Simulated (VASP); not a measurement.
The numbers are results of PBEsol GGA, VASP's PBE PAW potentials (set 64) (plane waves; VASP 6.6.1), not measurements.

Gaps are without spin-orbit coupling.

Q: Order these relaxed crystals by band gap, smallest first: BN, P6_3mc (186); GaN, P6_3mc (186); AlInSb2, P-4m2 (115); WSe2, P6_3/mmc (194).

A: AlInSb2, P-4m2 (115) (0.51 eV), WSe2, P6_3/mmc (194) (1.00 eV), GaN, P6_3mc (186) (1.90 eV), BN, P6_3mc (186) (4.96 eV)
